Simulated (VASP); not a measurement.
Output of a VASP run:

OUTCAR:
```
 ion  position               nearest neighbor table
   1  0.000  0.000  0.000-   2 3.16   2 3.16   2 3.16   2 3.16   2 3.16   2 3.16
   2  0.500  0.500  0.500-   1 3.16   1 3.16   1 3.16   1 3.16   1 3.16   1 3.16
  LATTYP: Found a face centered cubic cell.
 ALAT       =     6.3245840000
 Subroutine PRICEL returns:
 Original cell was already a primitive cell.
 Subroutine GETGRP returns: Found 48 space group operations
The static configuration has the point symmetry O_h .
The dynamic configuration has the point symmetry O_h .
 Subroutine INISYM returns: Found 48 space group operations
 Subroutine IBZKPT returns following result:
 Found    328 irreducible k-points:

 Following reciprocal coordinates:
            Coordinates               Weight
  0.000000  0.000000  0.000000      1.000000
  0.045455  0.000000  0.000000      8.000000
  0.090909  0.000000  0.000000      8.000000
  0.136364  0.000000  0.000000      8.000000
  0.181818  0.000000  0.000000      8.000000
  0.227273  0.000000  0.000000      8.000000
  0.272727  0.000000  0.000000      8.000000
  0.318182  0.000000  0.000000      8.000000
  0.363636  0.000000  0.000000      8.000000
  0.409091  0.000000  0.000000      8.000000
  0.454545  0.000000  0.000000      8.000000
  0.500000  0.000000  0.000000      4.000000
  0.045455  0.045455  0.000000      6.000000
  0.090909  0.045455  0.000000     24.000000
  0.136364  0.045455  0.000000     24.000000
  0.181818  0.045455  0.000000     24.000000
  0.227273  0.045455  0.000000     24.000000
  0.272727  0.045455  0.000000     24.000000
  0.318182  0.045455  0.000000     24.000000
  0.363636  0.045455  0.000000     24.000000
  0.409091  0.045455  0.000000     24.000000
  0.454545  0.045455  0.000000     24.000000
  0.500000  0.045455  0.000000     24.000000
 -0.454545  0.045455  0.000000     24.000000
 -0.409091  0.045455  0.000000     24.000000
 -0.363636  0.045455  0.000000     24.000000
 -0.318182  0.045455  0.000000     24.000000
 -0.272727  0.045455  0.000000     24.000000
 -0.227273  0.045455  0.000000     24.000000
 -0.181818  0.045455  0.000000     24.000000
 -0.136364  0.045455  0.000000     24.000000
 -0.090909  0.045455  0.000000     24.000000
 -0.045455  0.045455  0.000000     12.000000
  0.090909  0.090909  0.000000      6.000000
  0.136364  0.090909  0.000000     24.000000
  0.181818  0.090909  0.000000     24.000000
  0.227273  0.090909  0.000000     24.000000
  0.272727  0.090909  0.000000     24.000000
  0.318182  0.090909  0.000000     24.000000
  0.363636  0.090909  0.000000     24.000000
   k-points           NKPTS =    328   k-points in BZ     NKDIM =    328   number of bands    NBANDS=     12
   number of dos      NEDOS =    301   number of ions     NIONS =      2
   total plane-waves  NPLWV =  21952
   dimension x,y,z NGX =    28 NGY =   28 NGZ =   28
   dimension x,y,z NGXF=    56 NGYF=   56 NGZF=   56
   ions per type =               1   1
   PREC   = accura    normal or accurate (medium, high low for compatibility)
   ISTART =      0    job   : 0-new  1-cont  2-samecut
   ICHARG =      2    charge: 1-file 2-atom 10-const
   ISPIN  =      1    spin polarized calculation?
   LNONCOLLINEAR =      F non collinear calculations
   LSORBIT =      F    spin-orbit coupling
   INIWAV =      1    electr: 0-lowe 1-rand  2-diag
   ENCUT  =  300.0 eV  22.05 Ry    4.70 a.u.   6.32  6.32  6.32*2*pi/ulx,y,z
   NELM   =    100;   NELMIN=  2; NELMDL= -5     # of ELM steps
   EDIFF  = 0.1E-05   stopping-criterion for ELM
   LREAL  =      F    real-space projection
   NLSPLINE    = F    spline interpolate recip. space projectors
   LMAXMIX     =    2 max onsite mixed and CHGCAR
   VOSKOWN=      0    Vosko Wilk Nusair interpolation
   EDIFFG = 0.1E-04   stopping-criterion for IOM
   NSW    =      0    number of steps for IOM
   NBLOCK =      1;   KBLOCK =      1    inner block; outer block
   IBRION =     -1    ionic relax: 0-MD 1-quasi-New 2-CG
...
```

**OSZICAR**
```
       N       E                     dE             d eps       ncg     rms          rms(c)
DAV:   1     0.768944305843E+02    0.76894E+02   -0.54034E+03  7892   0.781E+02
DAV:   2    -0.263482926614E+01   -0.79529E+02   -0.75150E+02 10860   0.223E+02
DAV:   3    -0.661583028705E+01   -0.39810E+01   -0.39662E+01 10144   0.469E+01
DAV:   4    -0.673918496563E+01   -0.12335E+00   -0.12325E+00 12964   0.785E+00
DAV:   5    -0.674049381196E+01   -0.13088E-02   -0.13088E-02 10440   0.778E-01    0.336E+00
DAV:   6    -0.644400824154E+01    0.29649E+00   -0.56427E-01  9528   0.409E+00    0.279E+00
DAV:   7    -0.643893435418E+01    0.50739E-02   -0.16534E-01 10028   0.242E+00    0.161E+00
DAV:   8    -0.646287679263E+01   -0.23942E-01   -0.30096E-02  9604   0.142E+00    0.204E-01
DAV:   9    -0.646470470369E+01   -0.18279E-02   -0.19822E-03 10284   0.301E-01    0.127E-01
DAV:  10    -0.646622217517E+01   -0.15175E-02   -0.20745E-03  8764   0.330E-01    0.293E-02
DAV:  11    -0.646624405001E+01   -0.21875E-04   -0.49413E-05 11544   0.440E-02    0.110E-02
DAV:  12    -0.646625783280E+01   -0.13783E-04   -0.22406E-05  9448   0.343E-02    0.114E-02
DAV:  13    -0.646625704861E+01    0.78418E-06   -0.17245E-06 10420   0.942E-03
   1 F= -.64662570E+01 E0= -.64662570E+01  d E =-.165589E-99
```

### OUTCAR
```
------------------------ aborting loop because EDIFF is reached ----------------------------------------
  FORCE on cell =-STRESS in cart. coord.  units (eV):
  Direction    XX          YY          ZZ          XY          YZ          ZX
  --------------------------------------------------------------------------------------
  Total        0.5906601      0.5906601      0.5906601      0.0000000      0.0000000     -0.0000000
  in kB       14.9627801     14.9627801     14.9627801      0.0000000      0.0000000     -0.0000000
  external PRESSURE =      14.9627801 kB  Pullay stress =       0.0000000 kB
  volume of cell :       63.25
      direct lattice vectors                 reciprocal lattice vectors
     0.000000000  3.162292000  3.162292000    -0.158113166  0.158113166  0.158113166
     3.162292000  0.000000000  3.162292000     0.158113166 -0.158113166  0.158113166
     3.162292000  3.162292000  0.000000000     0.158113166  0.158113166 -0.158113166
  FREE ENERGIE OF THE ION-ELECTRON SYSTEM (eV)
  ---------------------------------------------------
  free  energy   TOTEN  =        -6.4662570486 eV

  energy  without entropy=       -6.4662570486  energy(sigma->0) =       -6.46625705
```
(Selected blocks of OUTCAR.)

### POSCAR
```
KCl
1
    0.0000000000     3.1622920000     3.1622920000
    3.1622920000     0.0000000000     3.1622920000
    3.1622920000     3.1622920000     0.0000000000
K Cl
1 1
Direct
  0.0000000000   0.0000000000   0.0000000000
  0.5000000000   0.5000000000   0.5000000000
```

Question: Reconstruct the remaining input files.

Answer: This is not unique; one that fits is the input of the run itself, revPBE GGA, plane waves, VASP's PBE PAW potentials (set 64).

**INCAR**
```
ISMEAR = 0
ISIF = 2   ! forces and stress, cell fixed
GGA = RE   ! revPBE
SYSTEM = KCl
EDIFF = 1E-6   ! SCF stop (eV)
LWAVE = .FALSE.
LCHARG = .FALSE.
LREAL = .FALSE.   ! projection in real space or not
SIGMA = 0.01   ! width (eV)
LASPH = .TRUE.
NELM = 100
ENCUT = 300
ALGO = Normal
PREC = Accurate
```

**KPOINTS**
```
Automatic mesh
0
Gamma
22 22 22
0 0 0
```

POTCAR, in this order: K_sv Cl (PBE.64 set). Program: vasp_std.

At this cut-off the stress carries a Pulay error, which pulls relaxed volumes low.

The structure comes from a computed database's KCl entry; how it stands against other phases isn't given here. The cell was not relaxed at this level. The run is one of a series of settings (KPOINTS 22×22×22 Γ-centred mesh against the base run), some of them coarse on purpose.
